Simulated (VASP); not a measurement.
A run of VASP 6.6.1:

The input INCAR:

```
  PREC = Accurate
  ENCUT = 520
  EDIFF = 1E-6
  ISMEAR = 0
  SIGMA = 0.02
  LREAL = F
  LASPH = T
  NELM = 80
  ALGO = Normal
  ISIF = 2
  LWAVE = F
  LCHARG = F
  GGA = PE
  IVDW = 12
  NBANDS = 19
```

Contents of KPOINTS:

```
Automatic mesh
0
Gamma
  9 9 8
```

POSCAR

```
ScSF
1.0
    3.6858453884      0.0000000000      0.0000000000
   -1.8429226942      3.1920357407      0.0000000000
    0.0000000000      0.0000000000      3.6106618453
Sc S F
1 1 1
Direct
    0.6666666667      0.3333333333      0.5000000000
    0.3333333333      0.6666666667      0.0000000000
    0.0000000000      0.0000000000      0.5000000000
```

Potentials or basis: VASP PAW PBE potentials, release 64 (Sc_sv, S, F).

Launch:

```bash
$ cat potpaw_PBE.64/Sc_sv/POTCAR potpaw_PBE.64/S/POTCAR potpaw_PBE.64/F/POTCAR > POTCAR
$ mpirun -np 1 vasp_std > vasp.out
```

Hardware: 1 thread of AMD EPYC 9R45 96-Core Processor (Zen 5), with other jobs on the host.

Problem. Estimate the wall time of this run.

Solution. Run time: 21 s on 1 thread of AMD EPYC 9R45 96-Core Processor (Zen 5), on a shared host, peak memory 0.17 GiB. Counts: scf iterations 15, k points 60.
